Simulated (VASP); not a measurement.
Given:

```yaml
crystal:
  lattice:
    - [0.00000, 3.83069, 3.83069]
    - [3.83069, 0.00000, 3.83069]
    - [3.83069, 3.83069, 0.00000]
  atoms:
    - { symbol: Pb, position: [0.00000, 0.00000, 0.00000] }
    - { symbol: I, position: [0.25000, 0.25000, 0.25000] }
    - { symbol: I, position: [0.75000, 0.75000, 0.75000] }
```

Calculation: PBE GGA, VASP's PBE PAW potentials (set 64) (plane waves; VASP). Settings: 400 eV cut-off, 5×5×5 Γ-centred mesh, Gaussian smearing of 0.050 eV, potentials Pb_d I.

Q: Predict the energy per atom (σ→0), pressure.

A: 
| Quantity | Result |
|---|---|
| energy per atom (σ→0) | -2.702 eV/atom |
| pressure | 3.84 GPa |

The structure was generated: PbI2 was put into the fluorite type (Fm-3m), which need not be its known phase. The cell was not relaxed at this level.
